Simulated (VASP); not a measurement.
Input:

```yaml
crystal:
  lattice:
    - [0.00000, 3.17500, 3.17500]
    - [3.17500, 0.00000, 3.17500]
    - [3.17500, 3.17500, 0.00000]
  atoms:
    - { symbol: Mg, position: [0.25000, 0.25000, 0.25000] }
    - { symbol: Mg, position: [0.75000, 0.75000, 0.75000] }
    - { symbol: Si, position: [0.00000, 0.00000, 0.00000] }
```

Level of theory: PBE GGA, VASP's PBE PAW potentials (set 64) (plane waves; VASP 6.6.1). Settings: 400 eV cut-off, 7×7×7 Γ-centred mesh, Fermi-Dirac smearing of 0.010 eV, potentials Mg Si.

Q: Predict the energy per atom (σ→0).

A: 
```yaml
energy per atom (σ→0): -2970 meV/atom
```

Total energies compare only between runs with the same potentials, cut-off and functional.

The compound is Mg2Si in the antifluorite structure. The cell was not relaxed at this level. The run is one of a series of settings (ISMEAR = -1, SIGMA = 0.01 against the base run), some of them coarse on purpose.
